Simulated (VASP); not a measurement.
Runs of VASP 6.6.1 on NiMoIrPdW. Symmetry: Cm, No. 8, monoclinic system. Conventional cell: a = 4.689 Å, b = 2.863 Å, c = 11.144 Å, α = 90.00°, β = 101.20°, γ = 90.00°. Ni (site symmetry m) has 3 Ir at 2.59 to 2.61 Å and 3 Pd at 2.67 to 2.68 Å and 6 Ni at 2.75 to 2.86 Å as nearest neighbours. Mo (site symmetry m) has 3 Ir at 2.68 Å and 6 Mo at 2.75 to 2.86 Å and 2 W at 2.78 Å as nearest neighbours. Pd (site symmetry m) has 3 Ni at 2.67 to 2.68 Å and 3 W at 2.74 to 2.75 Å and 6 Pd at 2.75 to 2.86 Å as nearest neighbours. Around Ir (site symmetry m) lie 3 Ni at 2.59 to 2.61 Å and 3 Mo at 2.68 Å and 6 Ir at 2.75 to 2.86 Å. W (site symmetry m) is surrounded by 3 Pd at 2.74 to 2.75 Å and 6 W at 2.75 to 2.86 Å and 2 Mo at 2.78 Å. The cell was built by a generator and needn't be a form met in nature.

| task | level | k mesh for the DOS | occupations for the DOS | gap on the mesh (eV) | pressure (GPa) | moment (μB) | largest force (eV/Å) |
| --- | --- | --- | --- | --- | --- | --- | --- |
| density of states | PBE | 17 × 17 × 5 | tetrahedron | - | - | 0.00 | - |
| electric field gradients | PBE | - | - | none | 0.3 | 0.00 | 0.09 |
| atomic charges | PBE | - | - | none | 0.3 | 0.00 | 0.09 |
| atomic charges | PBE+TS | - | - | none | (a) | 0.00 | 0.12 |
| electrostatic potential | PBE | - | - | none | 0.3 | 0.00 | 0.09 |

Alike in all rows: potentials or basis VASP PAW PBE potentials, release 64 (Ni, Mo_sv, Pd, Ir, W_sv); spin collinear, ferromagnetic start; cell as given; k mesh 11 × 11 × 3; cutoff (eV) 520; smearing fermi-dirac 0.05 eV.

Estimate the missing entries.

(a) -10.9.

Caveats: tetrahedron occupations give inexact forces and stress in metals (some runs); atom-pairwise D2, TS and ULG terms overbind metals (some runs); pairwise dispersion overbinds metals, which lowers pressure and volume (some runs).

A k mesh can miss the band edges, and the runs leave out spin-orbit coupling on Ir, Mo, Pd, W.

A gap of «none» marks a metal or a gap under the smearing width.
